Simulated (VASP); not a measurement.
# LaSc (Pm-3m) in VASP: a run that goes wrong, beside a sound one

Two runs on LaSc: the first has a flaw, the second is sound.

Program: VASP 6.6.1. These are calculated values, not measurements. Logs are shortened: lines on timing, memory, paths and dates and some standing lists are left out, and cuts for length are marked.

### Step 1. The structure

It takes space group Pm-3m (No. 221, cubic). Conventional cell: a = 3.948 Å, b = 3.948 Å, c = 3.948 Å, α = 90.00°, β = 90.00°, γ = 90.00°. La (site symmetry m-3m) is surrounded by 8 Sc at 3.42 Å. Around Sc (site symmetry m-3m) lie 8 La at 3.42 Å.

The cell was built by a generator and needn't be a form met in nature.

### Step 2. A run with an altered input

Input file INCAR:

```
SYSTEM = LaSc
  PREC = Accurate
  ENCUT = 520
  EDIFF = 1E-7
  ISMEAR = -1
  SIGMA = 0.05
  LREAL = .FALSE.
  LASPH = .TRUE.
  NELM = 6
  ALGO = Normal
  ISIF = 2
  LWAVE = .FALSE.
  LCHARG = .FALSE.
  LMAXMIX = 6
  METAGGA = R2SCAN
  LMIXTAU = .TRUE.
  NBANDS = 18
```

Input file KPOINTS:

```
Automatic mesh
0
G
  5 5 5
  0 0 0
```

Input file POSCAR:

```
LaSc
1.0
    3.9480400000      0.0000000000      0.0000000000
    0.0000000000      3.9480400000      0.0000000000
    0.0000000000      0.0000000000      3.9480400000
La Sc
1 1
Direct
    0.0000000000      0.0000000000      0.0000000000
    0.5000000000      0.5000000000      0.5000000000
```

Input file KPOINTS_OPT:

```
path GXMGRX,MR
15
line-mode
reciprocal
 0.0000000000  0.0000000000  0.0000000000  G
 0.0000000000  0.5000000000  0.0000000000  X

 0.0000000000  0.5000000000  0.0000000000  X
 0.5000000000  0.5000000000  0.0000000000  M

 0.5000000000  0.5000000000  0.0000000000  M
 0.0000000000  0.0000000000  0.0000000000  G

 0.0000000000  0.0000000000  0.0000000000  G
 0.5000000000  0.5000000000  0.5000000000  R

 0.5000000000  0.5000000000  0.5000000000  R
 0.0000000000  0.5000000000  0.0000000000  X

 0.5000000000  0.5000000000  0.0000000000  M
 0.5000000000  0.5000000000  0.5000000000  R
```

Potentials or basis: VASP PAW PBE potentials, release 64 (La, Sc_sv).

Run with:

```bash
cat potpaw_PBE.64/La/POTCAR potpaw_PBE.64/Sc_sv/POTCAR > POTCAR
mpirun -np 1 vasp_std > vasp.out
```

OUTCAR:

```text
SYSTEM = LaSc
   PREC = Accurate
   ENCUT = 520
   EDIFF = 1E-7
   ISMEAR = -1
   LREAL = .FALSE.
   LASPH = .TRUE.
   NELM = 6
   ISIF = 2
   METAGGA = R2SCAN

 ion  position               nearest neighbor table
   1  0.000  0.000  0.000-   2 3.42   2 3.42   2 3.42   2 3.42   2 3.42   2 3.42   2 3.42   2 3.42

   2  0.500  0.500  0.500-   1 3.42   1 3.42   1 3.42   1 3.42   1 3.42   1 3.42   1 3.42   1 3.42

[... 394 lines left out ...]
  external PRESSURE =    -128.4729004 kB  Pullay stress =       0.0000000 kB

 VOLUME and BASIS-vectors are now :
 -----------------------------------------------------------------------------
  energy-cutoff  :      520.00
  volume of cell :       61.54
      direct lattice vectors                 reciprocal lattice vectors
     3.948040000  0.000000000  0.000000000     0.253290240  0.000000000  0.000000000
     0.000000000  3.948040000  0.000000000     0.000000000  0.253290240  0.000000000
     0.000000000  0.000000000  3.948040000     0.000000000  0.000000000  0.253290240

 POSITION                                       TOTAL-FORCE (eV/Angst)
 -----------------------------------------------------------------------------------
      0.00000      0.00000      0.00000         0.000000      0.000000      0.000000
      1.97402      1.97402      1.97402         0.000000      0.000000      0.000000
 -----------------------------------------------------------------------------------
    total drift:                                0.000000      0.000000      0.000000

  FREE ENERGIE OF THE ION-ELECTRON SYSTEM (eV)
  ---------------------------------------------------
  free  energy   TOTEN  =       -41.1107810146 eV

  energy  without entropy=      -41.0952806354  energy(sigma->0) =      -41.10303083
```

On the terminal:

```text
POSCAR found type information on POSCAR LaSc
 POSCAR found :  2 types and       2 ions
 scaLAPACK will be used
[... 39 lines left out ...]
k-point batch [51-60\90]
k-point batch [61-70\90]
k-point batch [71-80\90]
k-point batch [81-90\90]
```

Wall time 83 s (1 thread of Intel Xeon 6975P-C (Granite Rapids), shared host); peak memory 0.18 GiB.

No converged result was reached. The input was made wrong on purpose: too few electronic steps (NELM = 6).

### Step 3. Band structure, r2SCAN

Input file INCAR:

```
PREC     = Accurate       # precision mode
ENCUT    = 520            # plane-wave cutoff, eV
EDIFF    = 1E-7           # SCF threshold, eV
ISMEAR   = -1             # smearing method
SIGMA    = 0.05           # smearing width, eV
LREAL    = False          # projectors in reciprocal space
LASPH    = True           # aspherical terms in the spheres
NELM     = 60             # most SCF steps
ALGO     = Normal         # electronic algorithm
ISIF     = 2              # what is computed and relaxed
LWAVE    = False          # write WAVECAR
LCHARG   = False          # write CHGCAR
LMAXMIX  = 6              # l up to which the mixer works
METAGGA  = R2SCAN         # meta-GGA
LMIXTAU  = True         
NBANDS   = 18             # bands
```

Input file KPOINTS:

```
Automatic mesh
0
Gamma
  5 5 5
```

POSCAR is that of step 2.

KPOINTS_OPT, as its differences from that of step 2:

```diff
@@ -1,3 +1,3 @@
 path GXMGRX,MR
-15
+20
 line-mode
```

Potentials or basis: VASP PAW PBE potentials, release 64 (La, Sc_sv).

Run with:

```bash
cat potpaw_PBE.64/La/POTCAR potpaw_PBE.64/Sc_sv/POTCAR > POTCAR
mpirun -np 1 vasp_std > vasp.out
```

Run time: 3.9 min. Hardware: 1 thread of Intel Xeon 6975P-C (Granite Rapids), shared host; peak memory 0.18 GiB.

Results (log left out):

```yaml
Free_energy: -41.0481 eV
Pressure: 0.4 GPa
Band_gap_along_the_path: none (metal or under the smearing width)
```

Levels at the corners of the path, in eV from the Fermi level:
```tsv
point	band 9	band 10	band 11	band 12	band 13	band 14
Γ	-4.18	-1.56	-1.56	1.68	1.68	1.68
X	-1.74	-1.06	0.04	0.46	1.48	1.48
X	-1.74	-1.06	0.04	0.46	1.48	1.48
M	-2.44	-1.11	0.31	0.31	1.51	1.51
M	-2.44	-1.11	0.31	0.31	1.51	1.51
Γ	-4.18	-1.56	-1.56	1.68	1.68	1.68
Γ	-4.18	-1.56	-1.56	1.68	1.68	1.68
R	-0.93	-0.93	-0.93	1.13	1.13	1.13
R	-0.93	-0.93	-0.93	1.13	1.13	1.13
X	-1.74	-1.06	0.04	0.46	1.48	1.48
M	-2.44	-1.11	0.31	0.31	1.51	1.51
R	-0.93	-0.93	-0.93	1.13	1.13	1.13
```

Caveat: the PAW data sets were made with another functional, which shifts forces and pressure a little; spin-orbit coupling is left out, which moves the levels of the heavy elements.
